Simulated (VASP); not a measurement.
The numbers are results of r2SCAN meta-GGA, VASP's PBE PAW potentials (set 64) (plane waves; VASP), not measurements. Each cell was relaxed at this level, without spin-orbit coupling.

Which of these comes out without a gap?
(A) Be5Au, F-43m (216)
(B) Ge, Fd-3m (227)
(C) PbO, P4/nmm (129)
(D) CdF2, Fm-3m (225)

A, Be5Au, F-43m (216). The others have gaps of 1.77 eV (PbO, P4/nmm (129)), 3.72 eV (CdF2, Fm-3m (225)), 0.37 eV (Ge, Fd-3m (227)).
